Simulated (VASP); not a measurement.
OSZICAR of a VASP run on TaN (space group Fm-3m):

**OSZICAR**
```
       N       E                     dE             d eps       ncg     rms          rms(c)
DAV:   1     0.714506514243E+02    0.71451E+02   -0.80221E+03   840   0.115E+03
DAV:   2    -0.219463596960E+02   -0.93397E+02   -0.88864E+02   964   0.296E+02
DAV:   3    -0.248056962417E+02   -0.28593E+01   -0.27434E+01  1028   0.477E+01
DAV:   4    -0.248392256244E+02   -0.33529E-01   -0.33329E-01   976   0.480E+00
DAV:   5    -0.248396066181E+02   -0.38099E-03   -0.38080E-03  1076   0.414E-01    0.239E+01
DAV:   6    -0.219643783203E+02    0.28752E+01   -0.12285E+01   964   0.320E+01    0.102E+01
DAV:   7    -0.218719627930E+02    0.92416E-01   -0.47318E-01   908   0.628E+00    0.680E+00
DAV:   8    -0.218445447350E+02    0.27418E-01   -0.13900E-01  1008   0.355E+00    0.106E+00
DAV:   9    -0.218397091656E+02    0.48356E-02   -0.23848E-02   944   0.120E+00    0.320E-01
DAV:  10    -0.218395689252E+02    0.14024E-03   -0.21095E-03   964   0.464E-01    0.854E-02
DAV:  11    -0.218394880509E+02    0.80874E-04   -0.24177E-04   948   0.137E-01    0.168E-02
DAV:  12    -0.218394880810E+02   -0.30073E-07   -0.99743E-06   932   0.301E-02
   1 F= -.21839488E+02 E0= -.21830400E+02  d E =-.218395E+02
       N       E                     dE             d eps       ncg     rms          rms(c)
DAV:   1    -0.219161302073E+02   -0.76642E-01   -0.31021E+00   844   0.229E+01    0.348E+00
DAV:   2    -0.218445780581E+02    0.71552E-01   -0.93810E-02   892   0.353E+00    0.144E+00
DAV:   3    -0.218251884242E+02    0.19390E-01   -0.57955E-02   948   0.279E+00    0.269E-01
DAV:   4    -0.218253540923E+02   -0.16567E-03   -0.58448E-04  1008   0.276E-01    0.145E-01
DAV:   5    -0.218254360798E+02   -0.81987E-04   -0.15363E-04  1052   0.121E-01    0.179E-02
DAV:   6    -0.218254538994E+02   -0.17820E-04   -0.57167E-05   928   0.234E-02    0.847E-03
DAV:   7    -0.218254534107E+02    0.48868E-06   -0.30000E-06   452   0.700E-03
   2 F= -.21825453E+02 E0= -.21816786E+02  d E =0.140347E-01
       N       E                     dE             d eps       ncg     rms          rms(c)
DAV:   1    -0.218881784198E+02   -0.62725E-01   -0.16036E+00   844   0.168E+01    0.245E+00
DAV:   2    -0.218518018721E+02    0.36377E-01   -0.47942E-02   892   0.247E+00    0.102E+00
DAV:   3    -0.218421094346E+02    0.96924E-02   -0.29892E-02   960   0.195E+00    0.172E-01
DAV:   4    -0.218421849551E+02   -0.75521E-04   -0.29710E-04  1004   0.192E-01    0.892E-02
DAV:   5    -0.218422061294E+02   -0.21174E-04   -0.71205E-05  1032   0.799E-02    0.137E-02
DAV:   6    -0.218422059980E+02    0.13143E-06   -0.33289E-06   900   0.174E-02
   3 F= -.21842206E+02 E0= -.21833213E+02  d E =-.271792E-02
```

### Question
Which electronic solver shows in the log?

### Answer
It is blocked Davidson (ALGO = Normal, or the opening steps of other solvers). The INCAR had ALGO = Normal.

### Question
Can the final energy be trusted as converged?

### Answer
The run converged. It stopped with EDIFF = 1E-6, NELM = 100, NSW = 50 and EDIFFG = -0.01 after 3 ionic steps (PBE GGA, plane waves, VASP's PBE PAW potentials (set 64)). At this cut-off the stress carries a Pulay error, which pulls relaxed volumes low.

The structure comes from a computed database's TaN entry; how it stands against other phases isn't given here. This run relaxes it. Symmetry was kept, so distortions that lower it aren't found. The run is one of a series of settings (EDIFFG = -0.01, IBRION = 2, ISIF = 3, NSW = 50 against the base run), some of them coarse on purpose. VASP warned that the highest band is occupied, so more bands are needed.
